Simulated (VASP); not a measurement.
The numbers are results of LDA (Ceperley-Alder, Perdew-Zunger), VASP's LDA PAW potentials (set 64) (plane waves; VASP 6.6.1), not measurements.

VASP input:

### INCAR
```
ALGO=Normal
EDIFF=1E-6
EDIFFG=-0.01
ENCUT=400
IBRION=2
ISIF=3
ISMEAR=1
LASPH=.TRUE.
LCHARG=.FALSE.
LMAXMIX=4
LREAL=.FALSE.
LWAVE=.FALSE.
NELM=100
NSW=60
PREC=Accurate
SIGMA=0.1
SYSTEM=Ru
```

**POSCAR**
```
Ru
1
    2.6774902774     0.0000000000     0.0000000000
   -1.3387451387     2.3187750150     0.0000000000
    0.0000000000     0.0000000000     4.2213497791
Ru
2
Direct
  0.3333330000   0.6666670000   0.2500000000
  0.6666670000   0.3333330000   0.7500000000
```

### KPOINTS
```
Automatic
0
gamma
14 14 8
```

POTCAR, in this order: Ru_pv (LDA.64 set). Program: vasp_std.

The resulting files:

### OSZICAR
```
       N       E                     dE             d eps       ncg     rms          rms(c)
DAV:   1     0.245974336105E+03    0.24597E+03   -0.15732E+04  4336   0.144E+03
DAV:   2    -0.169221226890E+02   -0.26290E+03   -0.25751E+03  4582   0.452E+02
DAV:   3    -0.227774841307E+02   -0.58554E+01   -0.57473E+01  4506   0.725E+01
DAV:   4    -0.228341214230E+02   -0.56637E-01   -0.56617E-01  5436   0.658E+00
DAV:   5    -0.228352322471E+02   -0.11108E-02   -0.11108E-02  4728   0.737E-01    0.200E+01
DAV:   6    -0.214977016679E+02    0.13375E+01   -0.34830E+00  4374   0.195E+01    0.541E+00
DAV:   7    -0.213951798262E+02    0.10252E+00   -0.27275E-01  4448   0.482E+00    0.126E+00
DAV:   8    -0.213830427779E+02    0.12137E-01   -0.96537E-03  4424   0.124E+00    0.166E-01
DAV:   9    -0.213829742047E+02    0.68573E-04   -0.42453E-04  5530   0.220E-01    0.303E-02
DAV:  10    -0.213829971000E+02   -0.22895E-04   -0.96729E-06  4598   0.283E-02    0.419E-03
DAV:  11    -0.213829970615E+02    0.38465E-07   -0.23386E-07  2456   0.430E-03
   1 F= -.21382997E+02 E0= -.21382619E+02  d E =-.213830E+02
       N       E                     dE             d eps       ncg     rms          rms(c)
DAV:   1    -0.213890582422E+02   -0.60611E-02   -0.13952E-01  4350   0.463E+00    0.715E-01
DAV:   2    -0.213828770146E+02    0.61812E-02   -0.18267E-02  4352   0.145E+00    0.112E-01
DAV:   3    -0.213827073734E+02    0.16964E-03   -0.10065E-03  4404   0.311E-01    0.696E-02
DAV:   4    -0.213827517199E+02   -0.44347E-04   -0.70868E-05  4562   0.688E-02    0.788E-03
DAV:   5    -0.213827524796E+02   -0.75973E-06   -0.62226E-06  4692   0.256E-02
   2 F= -.21382752E+02 E0= -.21382380E+02  d E =0.244582E-03
       N       E                     dE             d eps       ncg     rms          rms(c)
DAV:   1    -0.213867068056E+02   -0.39551E-02   -0.81385E-02  4346   0.354E+00    0.536E-01
DAV:   2    -0.213830964757E+02    0.36103E-02   -0.10640E-02  4342   0.111E+00    0.875E-02
DAV:   3    -0.213829941662E+02    0.10231E-03   -0.60723E-04  4400   0.242E-01    0.512E-02
DAV:   4    -0.213830186615E+02   -0.24495E-04   -0.43382E-05  4554   0.553E-02    0.650E-03
DAV:   5    -0.213830187191E+02   -0.57627E-07   -0.39281E-06  4436   0.210E-02
   3 F= -.21383019E+02 E0= -.21382641E+02  d E =-.216576E-04
```

File OUTCAR:
```
------------------------ aborting loop because EDIFF is reached ----------------------------------------
  FORCE on cell =-STRESS in cart. coord.  units (eV):
  Direction    XX          YY          ZZ          XY          YZ          ZX
  --------------------------------------------------------------------------------------
  Total       -0.0060994     -0.0060994      0.0109526      0.0000000      0.0000000     -0.0000000
  in kB       -0.3732047     -0.3732049      0.6701548      0.0000000      0.0000000     -0.0000000
  external PRESSURE =      -0.0254182 kB  Pullay stress =       0.0000000 kB
  volume of cell :       26.18
      direct lattice vectors                 reciprocal lattice vectors
     2.676591462  0.000000000  0.000000000     0.373609501  0.215703507  0.000000000
    -1.338295731  2.317996618 -0.000000000    -0.000000000  0.431407014 -0.000000000
    -0.000000000  0.000000000  4.220436846    -0.000000000  0.000000000  0.236942297
 POSITION                                       TOTAL-FORCE (eV/Angst)
 -----------------------------------------------------------------------------------
     -0.00000      1.54533      1.05511        -0.000000      0.000000      0.000000
      1.33830      0.77266      3.16533         0.000000     -0.000000      0.000000
 -----------------------------------------------------------------------------------
    total drift:                               -0.001024      0.000591     -0.000325
  FREE ENERGIE OF THE ION-ELECTRON SYSTEM (eV)
  ---------------------------------------------------
  free  energy   TOTEN  =       -21.3830187191 eV

  energy  without entropy=      -21.3818859620  energy(sigma->0) =      -21.38264113

 reached required accuracy - stopping structural energy minimisation
```
(Selected blocks of OUTCAR.)

CONTCAR:
```
Ru
   1.00000000000000
     2.6765914622933797    0.0000000000000000    0.0000000000000000
    -1.3382957311466899    2.3179966178650280   -0.0000000000000000
    -0.0000000000000000    0.0000000000000000    4.2204368455078578
  Ru
     2
Direct
     0.3333330000000032    0.6666669999999968    0.2500000000000000
     0.6666669999999968    0.3333330000000032    0.7500000000000000
```

The structure comes from a computed database's Ru entry (P6_3/mmc); how it stands against other phases isn't given here. This run relaxes it. Symmetry was kept, so distortions that lower it aren't found. The start is the result of an earlier pass.
